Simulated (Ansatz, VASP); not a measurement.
# Ge (Germanium) in two plane-wave programs

One calculation is typed for both programs; each brings its own data sets. How far apart do they land? The cell is taken from a series of runs on this material, whose earlier steps may have relaxed, scaled, displaced or heated it; both programs get it as it stands.

Program: Ansatz 0.2.0. Level of theory: plane waves, with VASP 6.6.1 beside it; zone-centre phonons at PBEsol. Results are calculated unless marked as measured.

## 1. Starting point

The structure is cubic, space group Fd-3m (No. 227). Conventional cell: a = 5.658 Å, b = 5.658 Å, c = 5.658 Å, α = 90.00°, β = 90.00°, γ = 90.00°. Nearest to Ge lie 4 Ge at 2.45 Å.

## 2. Ansatz: zone-centre phonons, PBEsol

Ansatz runs on its default PAW (the set named soft_2) files.

Second derivatives magnify differences that forces hide, and they need a tight electronic threshold.

input.yaml

```yaml
crystal:
  lattice:
    - [0.0, 2.82891, 2.82891]
    - [2.82891, 0.0, 2.82891]
    - [2.82891, 2.82891, 0.0]
  atoms:
    - { symbol: Ge, position: [0.0, 0.0, 0.0] }
    - { symbol: Ge, position: [0.25, 0.25, 0.25] }
kpoints:
  mp_grid: { grid: [12, 12, 12] }
hamiltonian:
  xc: pbesol
scf:
  occupations: { method: methfessel_paxton, width: 0.15 }
output:
  eigenvalues: true
phonons:
  method: dfpt
```

Launch:

```sh
$ ansatz run input.yaml --threads 4 --pin off --max-ram 7168MiB --backend cpu --events-out ev --progress --plain --runs-dir out
```

Numbers of over 12 decimals in the logs are rounded to 6 here.

What it wrote:

```text
zone centre: on kpoints.mp_grid the ground state, and the responses unless they are solved on pairs of k-points, stand on 163 of the mesh's 1728 k-points, reduced under 8 symmetry operations, with k and −k counted as one. Each operation leaves every solved displacement unchanged or reverses it
Engine: ansatz 0.2.0, aarch64-unknown-linux-gnu
Pseudopotentials: kind: paw
Pseudopotential: Ge, paw, valence charge 14, recommended cutoff 420 eV (normal), Ge.paw.azcp
Functional definition: PBEsol
  exchange = pbesol_x
  correlation = pbesol_c
Crystal: 2 atoms, lattice volume = 45.278 Å³
Basis set: ecut = 420 eV, 893 PW (Γ), exchange–correlation on 64×64×64 points (8 copies of the dense FFT grid, shifted against one another)
Bands: 18, of which v1, the nominal top of the filled ones, is band 14 counted from 1 (13 counted from 0)
Symmetry: 48 space group operations
k-points: 163 of 1728 (irreducible under 8 space group operations, time reversal used)
Non-local potential: Ge, projectors of the file, l = 0: 2, l = 1: 2, l = 2: 3, l = 3: 1
PAW form: soft (Blöchl's): semilocal exchange-correlation on the pseudo side does not see the compensation charge
PAW frozen core: Ge, regenerated for the run's functional, and the local potential with it (the file was generated under x = pbe(κ = 0.804, μ = 0.219515), c = pbe(β = 0.066725))
PAW one-centre angular grid: Ge, 590 points (default); XC on 64 Gauss nodes
Initial density: superposition of atomic densities (neutral atoms: chi_scale 0, normalization atom), corrected by the library's trained network
Initial wavefunctions: pseudopotential atomic-orbital guess
Functional: x = pbesol(κ = 0.804, μ = 0.123457), c = pbesol(β = 0.046)
SCF iter   1: F=—  HF=-8506.993384 eV  |F-HF|=—  |Δ(HF+E_count)|=         —  Δρ=2.51e-3  dr2=3.40e-3  ethr=1.77e-3  ⟨swp⟩=5.2  Hψ=13477  notcnv=0
preconditioner: auto → Kerker (q_TF=auto, 2.518 Å⁻¹)  [metal: Δε(μ)=0.113 eV  Ē_g=23.357 eV  σ=0.150 eV  W_gap=0.50  n_scr=14 (ndim 8)  ℏωp=29.2 eV  f_vac=0.079  D(μ)=0.04/eV (n_scr^D=0)]
SCF iter   2: F=—  HF=-8506.992069 eV  |F-HF|=—  |Δ(HF+E_count)|=   1.31e-3  S|Δr|=    0.00e0  Δρ=1.77e-3  dr2=1.86e-3  ethr=1.21e-5  ⟨swp⟩=1.3  Hψ=4296  notcnv=0
SCF iter   3: F=—  HF=-8506.992159 eV  |F-HF|=—  |Δ(HF+E_count)|=   8.99e-5  S|Δr|=    0.00e0  Δρ=9.20e-4  dr2=1.99e-4  ethr=6.65e-6  ⟨swp⟩=2.0  Hψ=5217  notcnv=0
SCF iter   4: F=—  HF=-8506.992123 eV  |F-HF|=—  |Δ(HF+E_count)|=   3.52e-5  S|Δr|=    0.00e0  Δρ=4.49e-4  dr2=1.29e-4  ethr=7.10e-7  ⟨swp⟩=2.0  Hψ=5217  notcnv=0
SCF iter   5: F=—  HF=-8506.992049 eV  |F-HF|=—  |Δ(HF+E_count)|=   7.47e-5  S|Δr|=    0.00e0  Δρ=2.26e-4  dr2=1.40e-5  ethr=4.60e-7  ⟨swp⟩=2.0  Hψ=5217  notcnv=0
SCF iter   6: F=—  HF=-8506.992063 eV  |F-HF|=—  |Δ(HF+E_count)|=   1.39e-5  S|Δr|=    0.00e0  Δρ=3.74e-5  dr2=3.22e-7  ethr=5.02e-8  ⟨swp⟩=2.0  Hψ=5219  notcnv=0
SCF iter   7: F=—  HF=-8506.992063 eV  |F-HF|=—  |Δ(HF+E_count)|=   6.38e-8  S|Δr|=    0.00e0  Δρ=1.96e-5  dr2=6.85e-8  ethr=1.15e-9  ⟨swp⟩=3.0  Hψ=5236  notcnv=0
SCF iter   8: F=—  HF=-8506.992062 eV  |F-HF|=—  |Δ(HF+E_count)|=   5.45e-8  S|Δr|=    0.00e0  Δρ=5.58e-6  dr2=5.74e-9  ethr=2.44e-10  ⟨swp⟩=2.0  Hψ=5094  notcnv=0
SCF iter   9: F=—  HF=-8506.992062 eV  |F-HF|=—  |Δ(HF+E_count)|=   5.96e-9  S|Δr|=    0.00e0  Δρ=5.03e-7  dr2=4.73e-11  ethr=2.05e-11  ⟨swp⟩=2.0  Hψ=5217  notcnv=0
SCF iter  10: F=-8506.992062 eV  HF=-8506.992062 eV  |F-HF|=3.64e-12  |Δ(HF+E_count)|=  4.37e-11  S|Δr|=    0.00e0  Δρ=1.60e-8  dr2=6.34e-14  ethr=1.00e-12  ⟨swp⟩=5.0  Hψ=12625  notcnv=0
SCF 1 converged in 10 iterations: F = -8506.992062 eV  dr2 = 6.34e-14
  greatest PAW one-centre occupation: 0.998 electrons in one spin orbital (limit 2), on the Ge atom at site 1 (counted from 0), in its partial waves of l = 2
DFPT response loops at Γ: preconditioner auto → Kerker (q_TF=auto, 2.518 Å⁻¹) (partly filled bands, converged f_vac=0.054); β = 1.00, the filter's whole step (`scf.mixing.beta` (0.50) is not read by the response loops under this deck's `scf.mixing.preconditioner`; to damp them name `kerker` or `kerker_dos`, under which they read `scf.mixing.beta`, and type it under 1.00, their step now; both keys bind the ground state too); Broyden in place of MSR1
SCF converged after 10 iterations
Stability not checked: this state was not tested for a lower state beside it, because cold or Methfessel-Paxton smearing, or corrected tetrahedra, fill the levels in a way that the test cannot read (fill_not_monotonic; see scf.lower_state_search)
Free energy (F): -8506.992062 eV
Harris-Foulkes:  -8506.992062 eV  (|F-HF|=3.64e-12)
Internal energy: -8506.992368 eV  (E = F + TS)
E sigma→0 (E₀):  -8506.992139 eV
Entropy (-TS):   0.000306 eV (0.153 meV/atom)
Fermi energy:    8.446594 eV
Step filling:    the computed levels leave a gap of 0.0000 eV = 0.0 smearing widths at the electron count; against every level under it full and every level over it empty, smearing changes F+E_penalty+E_count by +0.077 meV and its σ→0 estimate by +8.39e-4 meV
--- Per-component energies (eV) ---
  E_band       = -302.466547
  E_kinetic    = 223.258491
  E_local      = -4944.237799  (includes V_loc(G=0)·N_el)
  E_nonlocal   = 840.402707
  E_hartree    = 2167.214119
  E_xc         = -150.024613
  E_vxc        = -129.580742  (∫ρ·V_xc dr)
  E_paw        = -3958.307139  (= ΣΔE_a)
  E_vpaw       = -626.738151  (= ΣTr[D̂ρ^β])
  E_aug_tail   = 0.000703  (compensation charges beyond the density's cutoff)
  E_ewald      = -2687.134708
  E_core_change = 1.835872  (= ΣΔE_core)
  E_smearing   = 0.000306  (= −TS)
  E_closure    = -0.000000  (closes the sum)
  Σ components = -8506.992062   (vs F -8506.992062, Δ=0.00e0)
--- Band table (eV; the first three rows and the last of 163) ---
  k-point 0: bands = [... 10 lower, -4.3540, 8.4234, 8.4410, 8.4410, 8.4410, 10.9673, 10.9673, 10.9673]
  k-point 1: bands = [... 10 lower, -4.2690, 6.8863, 8.2729, 8.2729, 9.3728, 11.1913, 11.1913, 11.3520]
  k-point 2: bands = [... 10 lower, -4.0169, 5.2540, 7.9165, 7.9165, 9.3497, 11.6602, 11.6602, 12.5485]
  k-point 162: bands = [... 10 lower, -0.3600, -0.3600, 4.5043, 4.5043, 12.7221, 12.7221, 13.0739, 13.0739]
--- Phonons (Γ-DFPT): 1 representative perturbation + reference, on 163 of 1728 k-points (Σ response iterations 3) ---
  k mesh reduced under 8 symmetry operations, with k and −k counted as one. Each operation leaves every solved displacement unchanged or reverses it
  ASR residual: 4.515e-6 → 0.000e0 eV/Å²; symmetrization residual: 1.062e-12 eV/Å²
  ASR residual per site (eV/Å²): 4.51e-6 4.51e-6
  Γ frequencies (cm⁻¹): 0.00 0.00 0.00 287.63 287.63 287.63
  non-analytic LO–TO correction: not included (Born effective charges unavailable; polar crystals: no LO–TO splitting at Γ)
```

## 3. VASP: zone-centre phonons, PBEsol

The same cell, functional, mesh and smearing now go to VASP, with its own data sets.

Lines of VASP's logs that name or quote its potential files are left out, and so is its time.

INCAR

```
SYSTEM = Ge
PREC = Accurate
ENCUT = 500
EDIFF = 1E-08
NELM = 120
ISMEAR = 1
SIGMA = 0.15
LREAL = .FALSE.
ALGO = Normal
GGA = PS
NBANDS = 20
LORBIT = 11
LWAVE = .FALSE.
LCHARG = .FALSE.
ISIF = 2
IBRION = 8
LASPH = .TRUE.
GGA_COMPAT = .FALSE.
KPAR = 2
```

POSCAR

```
Ge
1.0
    0.0000000000      2.8289100000      2.8289100000
    2.8289100000      0.0000000000      2.8289100000
    2.8289100000      2.8289100000      0.0000000000
Ge
2
Direct
    0.0000000000      0.0000000000      0.0000000000
    0.2500000000      0.2500000000      0.2500000000
```

KPOINTS

```
Automatic mesh
0
Gamma
12 12 12
0 0 0
```

The projector-augmented-wave data sets are Ge_d (PBE family, release 64).

Launch:

```sh
$ mpirun -np 2 vasp_std
```

What it wrote:

```text
[banner, memory and clock lines left out]
running    2 mpi-ranks, on    1 nodes
 distrk:  each k-point on    1 cores,    2 groups
 distr:  one band on    1 cores,    1 groups

 POSCAR found type information on POSCAR Ge
 POSCAR found :  1 types and       2 ions
|                                                                             |
|               ----> ADVICE to this user running VASP <----                  |
|                                                                             |
|     You enforced a specific xc type in the INCAR file but a different       |
|     [... a line on the potential file left out ...]
|     I HOPE YOU KNOW WHAT YOU ARE DOING!                                     |
|                                                                             |

 LDA part: xc-table for (Slater+PW92), standard interpolation
 POSCAR, INCAR and KPOINTS ok, starting setup
 FFT: planning ... GRIDC
 FFT: planning ... GRID_SOFT
 FFT: planning ... GRID
 WAVECAR not read
 entering main loop
       N       E                     dE             d eps       ncg     rms          rms(c)
DAV:   1     0.177912546276E+03    0.17791E+03   -0.14626E+04  3100   0.373E+03
DAV:   2     0.151014515196E+02   -0.16281E+03   -0.15886E+03  2896   0.588E+02
DAV:   3    -0.923189146432E+01   -0.24333E+02   -0.24158E+02  3236   0.143E+02
DAV:   4    -0.100119738703E+02   -0.78008E+00   -0.77959E+00  3260   0.301E+01
DAV:   5    -0.100247694238E+02   -0.12796E-01   -0.12795E-01  3228   0.419E+00    0.325E+00
DAV:   6    -0.992104788777E+01    0.10372E+00   -0.35995E-02  3816   0.237E+00    0.186E+00
DAV:   7    -0.987142986745E+01    0.49618E-01   -0.61472E-02  3052   0.256E+00    0.158E-01
DAV:   8    -0.987246656975E+01   -0.10367E-02   -0.72389E-03  3252   0.126E+00    0.471E-02
DAV:   9    -0.987253968231E+01   -0.73113E-04   -0.30266E-04  3564   0.291E-01    0.120E-02
DAV:  10    -0.987255587877E+01   -0.16196E-04   -0.24689E-05  3212   0.463E-02    0.524E-03
DAV:  11    -0.987255688014E+01   -0.10014E-05   -0.58328E-06  3904   0.395E-02    0.183E-03
DAV:  12    -0.987255653658E+01    0.34356E-06   -0.11620E-06  3820   0.205E-02    0.280E-04
DAV:  13    -0.987255649258E+01    0.44004E-07   -0.29189E-08  3184   0.183E-03    0.967E-05
DAV:  14    -0.987255648327E+01    0.93114E-08   -0.21576E-09  1868   0.862E-04
   1 F= -.98725565E+01 E0= -.98726603E+01  d E =0.311456E-03
 Linear response reoptimize wavefunctions to high precision
DAV:   1    -0.987255648545E+01   -0.21855E-08   -0.37049E-10  1880   0.241E-04
DAV:   2    -0.987255648546E+01   -0.11823E-10   -0.89292E-11  1624   0.121E-04
 Linear response DOF=           1
 Linear response progress:
  Degree of freedom:   1/  1
       N       E                     dE             d eps       ncg     rms          rms(c)
RMM:   1    -0.186645033793E+00   -0.18665E+00    0.83931E+00 13603   0.450E+01
RMM:   2    -0.193821308153E+00   -0.71763E-02   -0.13173E-02 18178   0.109E+00    0.744E-02
RMM:   3    -0.193851434303E+00   -0.30126E-04   -0.94108E-04 19271   0.314E-01    0.431E-02
RMM:   4    -0.193760074122E+00    0.91360E-04   -0.66710E-05 20510   0.794E-02    0.458E-03
RMM:   5    -0.193760218549E+00   -0.14443E-06    0.17606E-06 19743   0.174E-02    0.239E-03
RMM:   6    -0.193766852507E+00   -0.66340E-05   -0.31476E-07 20048   0.482E-03    0.302E-04
RMM:   7    -0.193765806680E+00    0.10458E-05   -0.95154E-09 20494   0.149E-03    0.182E-04
RMM:   8    -0.193764589126E+00    0.12176E-05   -0.10696E-07 20774   0.548E-04    0.396E-05
RMM:   9    -0.193764521951E+00    0.67174E-07    0.12716E-08 20944   0.225E-04    0.192E-05
RMM:  10    -0.193764668190E+00   -0.14624E-06   -0.56269E-08 21027   0.102E-04    0.549E-06
RMM:  11    -0.193764700027E+00   -0.31837E-07    0.15952E-10 21455   0.564E-05    0.271E-06
RMM:  12    -0.193764720078E+00   -0.20051E-07    0.22835E-08 20757   0.378E-05    0.163E-06
RMM:  13    -0.193764733330E+00   -0.13251E-07   -0.33252E-10 19160   0.302E-05    0.375E-07
RMM:  14    -0.193764735206E+00   -0.18760E-08   -0.41642E-09 16037   0.260E-05    0.952E-08
 first order change of Fermi-energy   0.99639E-04
 force on displaced ion       1 direction 1 : -11.063  -0.000  -0.000
 Linear response finished
```

From OUTCAR (step 3):

```text
ion  position               nearest neighbor table
   1  0.000  0.000  0.000-   2 2.45   2 2.45   2 2.45   2 2.45
   2  0.250  0.250  0.250-   1 2.45   1 2.45   1 2.45   1 2.45

  LATTYP: Found a face centered cubic cell.
 ALAT       =     5.6578200000

 Subroutine GETGRP returns: Found 48 space group operations
 (whereof 24 operations were pure point group operations)

The static configuration has the point symmetry T_d .
 The point group associated with its full space group is O_h .

 Found     72 irreducible k-points:

   k-points           NKPTS =     72   k-points in BZ     NKDIM =     72   number of bands    NBANDS=     20

   dimension x,y,z NGX =    30 NGY =   30 NGZ =   30
   dimension x,y,z NGXF=    60 NGYF=   60 NGZF=   60

   ENCUT  =  500.0 eV  36.75 Ry    6.06 a.u.   7.29  7.29  7.29*2*pi/ulx,y,z

   NELECT =      28.0000    total number of electrons

 k-points in reciprocal lattice and weights: Automatic mesh
   0.00000000  0.00000000  0.00000000       0.001
   0.08333333  0.00000000  0.00000000       0.005
   0.16666667  0.00000000  0.00000000       0.005
   0.25000000  0.00000000  0.00000000       0.005
   0.33333333  0.00000000  0.00000000       0.005
   0.41666667  0.00000000  0.00000000       0.005
   0.50000000  0.00000000  0.00000000       0.002
   0.08333333  0.08333333  0.00000000       0.003
   0.16666667  0.08333333  0.00000000       0.014
[...]
-0.33333333  0.50000000  0.16666667       0.007
  -0.25000000  0.50000000  0.25000000       0.003

 average (electrostatic) potential at core
       1 -74.1645       2 -74.1645

  Total        0.1406424      0.1406424      0.1406424     -0.0000000     -0.0000000      0.0000000
  in kB        4.9766760      4.9766760      4.9766760     -0.0000000     -0.0000000      0.0000000
  external PRESSURE =       4.9766760 kB  Pullay stress =       0.0000000 kB

  energy-cutoff  :      500.00
  volume of cell :       45.28
      direct lattice vectors                 reciprocal lattice vectors
     0.000000000  2.828910000  2.828910000    -0.176746521  0.176746521  0.176746521
     2.828910000  0.000000000  2.828910000     0.176746521 -0.176746521  0.176746521
     2.828910000  2.828910000  0.000000000     0.176746521  0.176746521 -0.176746521

 POSITION                                       TOTAL-FORCE (eV/Angst)
 -----------------------------------------------------------------------------------
      0.00000      0.00000      0.00000        -0.000000     -0.000000      0.000000
      1.41446      1.41446      1.41446         0.000000      0.000000     -0.000000
 -----------------------------------------------------------------------------------
    total drift:                                0.000000     -0.000000      0.000000

 Eigenvectors and eigenvalues of the dynamical matrix
 ----------------------------------------------------

   1 f  =    8.630056 THz    54.224242 2PiTHz  287.867688 cm-1    35.691028 meV
             X         Y         Z           dx          dy          dz
      0.000000  0.000000  0.000000     0.000000   -0.707107    0.000000
      1.414455  1.414455  1.414455     0.000000    0.707107    0.000000

   2 f  =    8.630056 THz    54.224242 2PiTHz  287.867688 cm-1    35.691028 meV
             X         Y         Z           dx          dy          dz
      0.000000  0.000000  0.000000    -0.707107    0.000000    0.000000
      1.414455  1.414455  1.414455     0.707107    0.000000    0.000000

   3 f  =    8.630056 THz    54.224242 2PiTHz  287.867688 cm-1    35.691028 meV
             X         Y         Z           dx          dy          dz
      0.000000  0.000000  0.000000     0.000000    0.000000   -0.707107
      1.414455  1.414455  1.414455     0.000000    0.000000    0.707107

   4 f  =    0.000000 THz     0.000000 2PiTHz    0.000000 cm-1     0.000000 meV
             X         Y         Z           dx          dy          dz
      0.000000  0.000000  0.000000     0.707107    0.000000    0.000000
      1.414455  1.414455  1.414455     0.707107    0.000000    0.000000

   5 f  =    0.000000 THz     0.000000 2PiTHz    0.000000 cm-1     0.000000 meV
             X         Y         Z           dx          dy          dz
      0.000000  0.000000  0.000000     0.000000    0.707107    0.000000
      1.414455  1.414455  1.414455     0.000000    0.707107    0.000000

   6 f  =    0.000000 THz     0.000000 2PiTHz    0.000000 cm-1     0.000000 meV
             X         Y         Z           dx          dy          dz
      0.000000  0.000000  0.000000     0.000000    0.000000    0.707107
      1.414455  1.414455  1.414455     0.000000    0.000000    0.707107

 ELASTIC MODULI CONTR FROM IONIC RELAXATION (kBar)
 Direction    XX          YY          ZZ          XY          YZ          ZX
 --------------------------------------------------------------------------------
 XX          -0.0000     -0.0000      0.0000      0.0000      0.0000      0.0000
 YY          -0.0000     -0.0000      0.0000     -0.0000      0.0000     -0.0000
 ZZ           0.0000      0.0000     -0.0000      0.0000     -0.0000     -0.0000
 XY           0.0000     -0.0000      0.0000   -215.5297      0.0000      0.0000
 YZ           0.0000      0.0000     -0.0000      0.0000   -215.5297      0.0000
 ZX           0.0000     -0.0000     -0.0000      0.0000      0.0000   -215.5297
 --------------------------------------------------------------------------------
```

## 4. Comparison

Known differences besides the potentials themselves: the cutoff is 420 eV in Ansatz and 500 eV in VASP; Ansatz makes its cores anew for this functional, VASP keeps those of its PBE data sets. Total energies have different zeros and are not compared.

Compared:

```
                  quantity  Ansatz   VASP  difference
optical mode 1 to 3 (cm⁻¹)   287.6  287.9     -0.08 %
```

Modes are paired by rising frequency, not by their patterns, so a pair may set unlike modes beside each other; they are those without the splitting of longitudinal modes.

## 5. Outcome

| Item | Value |
| --- | --- |
| r.m.s. difference of the optical zone-centre modes, each program's sorted by frequency (zone-centre phonons, PBEsol) | 0.24 cm⁻¹ |

The r.m.s. difference of the optical zone-centre modes, each program's sorted by frequency is 0.24 cm⁻¹ (zone-centre phonons, PBEsol). Such differences can come from data sets, numerical settings and the points named under the comparisons, not from the functional's error against experiment.

[Lines on the potential files, build, host, timing and source positions are cut from VASP's logs without a mark.]

[Logs are printed without paths, hosts, clocks, repeated set-up lines and the standing remarks that a program may print on its own settings, such as how far it seeks lower states.]

[Hosts, paths, dates, database ids (printed as entryN), source tags and the programs' standing remarks are cut or masked in the printed files.]
